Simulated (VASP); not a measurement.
# Zr2ZnN2 (P4/mbm) in VASP: relaxation of cell and atoms with PBE

Aim: the relaxation of cell and atoms of Zr2ZnN2 with PBE.

Program: VASP 6.6.1. These are calculated values, not measurements. Logs are shortened: lines on timing, memory, paths and dates and some standing lists are left out, and cuts for length are marked.

## 1. The structure

Symmetry: P4/mbm, No. 127, tetragonal system. The conventional cell has a = 6.145 Å, b = 6.145 Å, c = 3.673 Å, α = 90.00°, β = 90.00°, γ = 90.00°. Zr (site symmetry m2m) is surrounded by 1 Zr at 2.14 Å and 2 Zn at 2.44 Å. Around Zn (site symmetry 4/m) lie 4 Zr at 2.44 Å. Around N (site symmetry m2m) lie 6 Zr at 2.54 to 2.61 Å and 4 Zn at 2.92 Å.

The cell was built by a generator and needn't be a form met in nature.

## 2. Relaxation of cell and atoms, PBE

Input file INCAR:

```
SYSTEM = Zr2ZnN2
ALGO     = Fast           ! electronic algorithm
EDIFF    = 1E-4           ! SCF threshold, eV
EDIFFG   = -0.08          ! ionic threshold
ENCUT    = 520            ! plane-wave cutoff, eV
GGA      = PE             ! functional
IBRION   = 2              ! ionic algorithm
ISIF     = 3              ! what is computed and relaxed
ISMEAR   = 0              ! smearing method
LASPH    = .TRUE.         ! aspherical terms in the spheres
LCHARG   = .FALSE.        ! write CHGCAR
LREAL    = Auto         
LWAVE    = .FALSE.        ! write WAVECAR
NELM     = 60             ! most SCF steps
NSW      = 24             ! ionic steps
PREC     = Normal         ! precision mode
SIGMA    = 0.15           ! smearing width, eV
```

Input file KPOINTS:

```
k-points
0
G
  3 3 4
  0 0 0
```

Input file POSCAR:

```
Zr2ZnN2
1.0
    6.1445864400      0.0000000000      0.0000000000
    0.0000000000      6.1445864400      0.0000000000
    0.0000000000      0.0000000000      3.6726674300
Zr Zn N
4 2 4
Direct
    0.3769999900      0.8769999900      0.0000000000
    0.1230000100      0.3769999900      0.0000000000
    0.6230000100      0.1230000100      0.0000000000
    0.8769999900      0.6230000100      0.0000000000
    0.0000000000      0.0000000000      0.0000000000
    0.5000000000      0.5000000000      0.0000000000
    0.1747700000      0.6747700000      0.5000000000
    0.3252300000      0.1747700000      0.5000000000
    0.8252300000      0.3252300000      0.5000000000
    0.6747700000      0.8252300000      0.5000000000
```

Potentials or basis: VASP PAW PBE potentials, release 64 (Zr_sv, Zn, N).

Run with:

```
$ cat potpaw_PBE.64/Zr_sv/POTCAR potpaw_PBE.64/Zn/POTCAR potpaw_PBE.64/N/POTCAR > POTCAR
$ mpirun -np 1 vasp_std > vasp.out
```

OUTCAR:

```text
SYSTEM = Zr2ZnN2
   EDIFF = 1E-4
   EDIFFG = -0.08
   ENCUT = 520
   GGA = PE
   IBRION = 2
   ISIF = 3
   ISMEAR = 0
   LASPH = .TRUE.
   LREAL = Auto
   NELM = 60
   NSW = 24
   PREC = Normal

 ion  position               nearest neighbor table
   1  0.377  0.877  0.000-   3 2.14   5 2.44   6 2.44   7 2.54   7 2.54  10 2.61   8 2.61   8 2.61
                            10 2.61   2 3.45   4 3.45   2 3.45   4 3.45
   2  0.123  0.377  0.000-   4 2.14   5 2.44   6 2.44   8 2.54   8 2.54   9 2.61   7 2.61   7 2.61
                             9 2.61   3 3.45   1 3.45   1 3.45   3 3.45
   3  0.623  0.123  0.000-   1 2.14   5 2.44   6 2.44   9 2.54   9 2.54  10 2.61   8 2.61   8 2.61
                            10 2.61   2 3.45   4 3.45   4 3.45   2 3.45
   4  0.877  0.623  0.000-   2 2.14   5 2.44   6 2.44  10 2.54  10 2.54   7 2.61   7 2.61   9 2.61
                             9 2.61   1 3.45   3 3.45   3 3.45   1 3.45
   5  0.000  0.000  0.000-   1 2.44   2 2.44   3 2.44   4 2.44
   6  0.500  0.500  0.000-   1 2.44   2 2.44   3 2.44   4 2.44
   7  0.175  0.675  0.500-   1 2.54   1 2.54   4 2.61   2 2.61   2 2.61   4 2.61
   8  0.325  0.175  0.500-   2 2.54   2 2.54   3 2.61   1 2.61   1 2.61   3 2.61
   9  0.825  0.325  0.500-   3 2.54   3 2.54   4 2.61   2 2.61   2 2.61   4 2.61
  10  0.675  0.825  0.500-   4 2.54   4 2.54   1 2.61   1 2.61   3 2.61   3 2.61

  LATTYP: Found a simple tetragonal cell.
 ALAT       =     6.1445864400
 C/A-ratio  =     0.5977078304

  Lattice vectors:

 A1 = (   6.1445864400,   0.0000000000,   0.0000000000)
 A2 = (   0.0000000000,   6.1445864400,   0.0000000000)
 A3 = (   0.0000000000,   0.0000000000,   3.6726674300)

Analysis of symmetry for initial positions (statically):
=====================================================================
 Subroutine PRICEL returns:
 Original cell was already a primitive cell.

 Routine SETGRP: Setting up the symmetry group for a
 simple tetragonal supercell.

 Subroutine GETGRP returns: Found 16 space group operations
 (whereof  8 operations were pure point group operations)
 out of a pool of 16 trial point group operations.

The static configuration has the point symmetry C_4h.
 The point group associated with its full space group is D_4h.

Analysis of symmetry for dynamics (positions and initial velocities):
=====================================================================
 Subroutine PRICEL returns:
 Original cell was already a primitive cell.

 Routine SETGRP: Setting up the symmetry group for a
 simple tetragonal supercell.

 Subroutine GETGRP returns: Found 16 space group operations
 (whereof  8 operations were pure point group operations)
 out of a pool of 16 trial point group operations.

The dynamic configuration has the point symmetry C_4h.
 The point group associated with its full space group is D_4h.

 Subroutine INISYM returns: Found 16 space group operations
 (whereof  8 operations are pure point group operations),
 and found     1 'primitive' translations

----------------------------------------------------------------------------------------

                                     Primitive cell

  volume of cell :     138.6650

  direct lattice vectors                    reciprocal lattice vectors
     6.144586440  0.000000000  0.000000000     0.162744883  0.000000000  0.000000000
     0.000000000  6.144586440  0.000000000     0.000000000  0.162744883  0.000000000
     0.000000000  0.000000000  3.672667430     0.000000000  0.000000000  0.272281664

  length of vectors
     6.144586440  6.144586440  3.672667430     0.162744883  0.162744883  0.272281664

  position of ions in fractional coordinates (direct lattice)
     0.376999990  0.876999990  0.000000000
     0.123000010  0.376999990  0.000000000
     0.623000010  0.123000010  0.000000000
     0.876999990  0.623000010  0.000000000
     0.000000000  0.000000000  0.000000000
[... 62 lines left out ...]
   NGX,Y,Z   is equivalent  to a cutoff of   9.74,  9.74,  9.05 a.u.
   NGXF,Y,Z  is equivalent  to a cutoff of  19.48, 19.48, 18.11 a.u.
 SYSTEM =  Zr2ZnN2
   PREC   = normal    normal or accurate (medium, high low for compatibility)
   ISTART =      0    job   : 0-new  1-cont  2-samecut
   ICHARG =      2    charge: 1-file 2-atom 10-const
   ISPIN  =      1    spin polarized calculation?
   LNONCOLLINEAR =      F non collinear calculations
   LSORBIT =      F    spin-orbit coupling
   LASPH  =      T    aspherical Exc in radial PAW
   ENCUT  =  520.0 eV  38.22 Ry    6.18 a.u.  11.42 11.42  6.83*2*pi/ulx,y,z
   NELM   =     60;   NELMIN=  2; NELMDL= -5     # of ELM steps
   EDIFF  = 0.1E-03   stopping-criterion for ELM
   LREAL  =      T    real-space projection
   EDIFFG = -.8E-01   stopping-criterion for IOM
   NSW    =     24    number of steps for IOM
   IBRION =      2    ionic relax: 0-MD 1-quasi-New 2-CG
   NFREE  =      1    steps in history (QN), initial steepest desc. (CG)
   ISIF   =      3    stress and relaxation
   ISYM   =      2    0-nonsym 1-usesym 2-fastsym
   POTIM  = 0.5000    time-step for ionic-motion
   TEBEG  =    0.0;   TEEND  =   0.0 temperature during run
   PSTRESS=    0.0 pullay stress
   NELECT =      92.0000    total number of electrons
   NUPDOWN=      -1.0000    fix difference up-down
   EMIN   =  10.00;   EMAX   =-10.00  energy-range for DOS
   EFERMI =   0.00;   METHOD = LEGACY
   ISMEAR =     0;   SIGMA  =   0.15  broadening in eV -4-tet -1-fermi 0-gaus
   EFERMI_NEDOS =   21; number of points for ismear=-14 and -15
   IALGO  =     68    algorithm
   IMIX   =      4    mixing-type and parameters
     AMIX     =   0.40;   BMIX     =  1.00
     AMIX_MAG =   1.60;   BMIX_MAG =  1.00
  volume/ion in A,a.u.               =      13.87        93.58
  Fermi-wavevector in a.u.,A,eV,Ry     =   1.427847  2.698240 27.738854  2.038748
  Thomas-Fermi vector in A             =   2.547973
   LORBIT       =      0    0 simple, 1 ext, 2 COOP (PROOUT), +10 PAW based schemes
   GGA     = PE    functional components
   LHFCALC =     F    Hartree Fock is set to
   AEXX    =    0.0000 exact exchange contribution
   IVDW    =     0    specifies the selected vdW correction
   LEPSILON=     F    determine dielectric tensor
   LRPA    =     F    only Hartree local field effects (RPA)
 conjugate gradient relaxation of ions
 non-spin polarized calculation
 RMM-DIIS sequential band-by-band and
 Gauss-broadening in eV      SIGMA  =   0.15
  energy-cutoff  :      520.00
  volume of cell :      138.67
 maximum number of plane-waves:      3768
   NGX = 23   NGY = 23   NGZ = 13

--------------------------------------- Ionic step        1  -------------------------------------------

 number of electron      92.0000171 magnetization

 Free energy of the ion-electron system (eV)
  ---------------------------------------------------
  ext. energy  EPLUGINS =         0.00000000
  ---------------------------------------------------
  free energy    TOTEN  =       -60.71746253 eV

  energy without entropy =      -60.66141856  energy(sigma->0) =      -60.68944055

------------------------ aborting loop because EDIFF is reached ----------------------------------------

  FORCE on cell =-STRESS in cart. coord.  units (eV):
  Direction    XX          YY          ZZ          XY          YZ          ZX
  --------------------------------------------------------------------------------------
  -------------------------------------------------------------------------------------
  Total       33.5117286     33.5117286    -41.0577746      0.0000000      0.0000000     -0.0000000
  in kB      387.2045864    387.2045864   -474.3938704      0.0000000      0.0000000     -0.0000000
  external PRESSURE =     100.0051008 kB  Pullay stress =       0.0000000 kB
[... 31 lines left out ...]
--------------------------------------- Ionic step        2  -------------------------------------------

 number of electron      91.9999771 magnetization

------------------------ aborting loop EDIFF was not reached (unconverged)  ----------------------------

  FORCE on cell =-STRESS in cart. coord.  units (eV):
  Direction    XX          YY          ZZ          XY          YZ          ZX
  --------------------------------------------------------------------------------------
  -------------------------------------------------------------------------------------
  Total      -14.4350897    -14.4350897      9.2110447      0.0000000      0.0000000      0.0000000
  in kB     -154.1215914   -154.1215914     98.3451367      0.0000000      0.0000000      0.0000000
  external PRESSURE =     -69.9660154 kB  Pullay stress =       0.0000000 kB
[... 31 lines left out ...]
--------------------------------------- Ionic step        3  -------------------------------------------

 number of electron      91.9999930 magnetization

------------------------ aborting loop EDIFF was not reached (unconverged)  ----------------------------

  FORCE on cell =-STRESS in cart. coord.  units (eV):
  Direction    XX          YY          ZZ          XY          YZ          ZX
  --------------------------------------------------------------------------------------
  -------------------------------------------------------------------------------------
  Total       -9.0724065     -9.0724065    -10.3303626      0.0000000      0.0000000      0.0000000
  in kB      -97.9544519    -97.9544519   -111.5365603      0.0000000      0.0000000      0.0000000
  external PRESSURE =    -102.4818214 kB  Pullay stress =       0.0000000 kB
[... 25 lines left out ...]
  FREE ENERGIE OF THE ION-ELECTRON SYSTEM (eV)
  ---------------------------------------------------
  free  energy   TOTEN  =       -71.4021007551 eV

  energy  without entropy=      -71.3293720832  energy(sigma->0) =      -71.36573642

[... ionic steps 4 to 10 ...]

--------------------------------------- Ionic step       11  -------------------------------------------

 number of electron      92.0000256 magnetization

------------------------ aborting loop because EDIFF is reached ----------------------------------------
[... 83 lines left out ...]
--------------------------------------- Ionic step       13  -------------------------------------------

 number of electron      92.0000254 magnetization

 Free energy of the ion-electron system (eV)
  ---------------------------------------------------
  ext. energy  EPLUGINS =         0.00000000
  ---------------------------------------------------
  free energy    TOTEN  =       -72.75388361 eV

  energy without entropy =      -72.68213174  energy(sigma->0) =      -72.71800768

 E-fermi :   8.8154     XC(G=0): -12.0429

 val. band max:        8.7930836678   @ k =   0.3333   0.0000   0.2500
 cond. band min:       8.9182742789   @ k =   0.3333   0.3333   0.5000
 fundamental gap:      0.1251906112
 Fermi energy:         8.8153625799

 k-point     1 :       0.0000    0.0000    0.0000
  band No.  band energies     occupation
      1     -40.4220      2.00000
      2     -40.3948      2.00000
      3     -40.3171      2.00000
      4     -40.3171      2.00000
      5     -18.9627      2.00000
      6     -18.7333      2.00000
[... 548 lines left out ...]
  FREE ENERGIE OF THE ION-ELECTRON SYSTEM (eV)
  ---------------------------------------------------
  free  energy   TOTEN  =       -72.7538836140 eV

  energy  without entropy=      -72.6821317440  energy(sigma->0) =      -72.71800768

 reached required accuracy - stopping structural energy minimisation
```

Run time: 9.3 min. Hardware: 1 thread of AMD EPYC 9R14 (Zen 4), shared host; peak memory 0.18 GiB.

Results:

* Free energy: -72.7539 eV
* Relaxed volume: 13.28 Å³/atom
* Relaxed cell: a = 6.679 Å, b = 6.679 Å, c = 2.977 Å, α = 90.00°, β = 90.00°, γ = 90.00°
* Space group after relaxing (to 0.05 Å): P4/mbm (No. 127)
* Energy gained by relaxing: 1203.6 meV/atom
* Ionic steps: 13
* Pressure after relaxing: 0.2 GPa
* Largest force after relaxing: 0.044 eV/Å
* Band gap on the k mesh: none (metal or under the smearing width)

Forces in eV/Å, atoms in the order of the input:
```
Zr  -0.031 -0.031  0.000
Zr   0.031 -0.031  0.000
Zr   0.031  0.031  0.000
Zr  -0.031  0.031  0.000
Zn   0.000  0.000  0.000
Zn   0.000  0.000  0.000
N   -0.001 -0.001  0.000
N    0.001 -0.001  0.000
N    0.001  0.001  0.000
N   -0.001  0.001  0.000
```

Step by step:
| step | energy change (eV) | largest force (eV/Å) | pressure (GPa) | volume (Å³) |
| --- | --- | --- | --- | --- |
| 1 | 0.0000 | 8.0281 | 10.00 | 138.67 |
| 2 | -9.3177 | 1.5076 | -7.00 | 150.06 |
| 3 | -10.6846 | 0.8970 | -10.25 | 148.39 |
| 4 | -10.6877 | 0.9025 | -10.23 | 148.25 |
| 5 | -10.6788 | 0.9054 | -10.25 | 148.12 |
| 6 | -11.0780 | 1.7779 | 7.88 | 130.44 |
| 7 | -11.2002 | 1.4972 | 1.51 | 135.75 |
| 8 | -11.6429 | 1.1235 | 2.24 | 132.50 |
| 9 | -11.8924 | 0.3032 | 6.88 | 127.65 |
| 10 | -11.9391 | 0.1891 | -5.15 | 137.67 |
| 11 | -12.0316 | 0.1788 | -0.18 | 132.97 |
| 12 | -12.0318 | 0.1785 | -0.12 | 132.86 |
| 13 | -12.0364 | 0.0439 | 0.20 | 132.82 |

Final structure:
```yaml
crystal:
  lattice:
    - [6.67931, 0.00000, 0.00000]
    - [0.00000, 6.67931, 0.00000]
    - [0.00000, 0.00000, 2.97722]
  atoms:
    - { symbol: Zr, position: [0.34921, 0.84921, 0.00000] }
    - { symbol: Zr, position: [0.15079, 0.34921, 0.00000] }
    - { symbol: Zr, position: [0.65079, 0.15079, 0.00000] }
    - { symbol: Zr, position: [0.84921, 0.65079, 0.00000] }
    - { symbol: Zn, position: [0.00000, 0.00000, 0.00000] }
    - { symbol: Zn, position: [0.50000, 0.50000, 0.00000] }
    - { symbol: N, position: [0.14484, 0.64484, 0.50000] }
    - { symbol: N, position: [0.35516, 0.14484, 0.50000] }
    - { symbol: N, position: [0.85516, 0.35516, 0.50000] }
    - { symbol: N, position: [0.64484, 0.85516, 0.50000] }
```

Levels at points of the mesh, in eV from the Fermi level:
| k point | band 43 | band 44 | band 45 | band 46 | band 47 | band 48 | band 49 | band 50 |
| --- | --- | --- | --- | --- | --- | --- | --- | --- |
| (0.00, 0.00, 0.00) | -1.79 | -1.29 | -0.88 | -0.86 | -0.67 | -0.67 | 1.38 | 1.38 |
| (0.00, 0.00, 0.50) | -2.37 | -2.24 | -0.67 | -0.67 | 0.26 | 0.51 | 1.76 | 1.76 |

Caveat: the k mesh is coarse (spacing up to 0.43 Å⁻¹), so the values aren't converged; the relaxation stopped at a loose force limit of 0.08 eV/Å, so its end isn't a converged minimum.
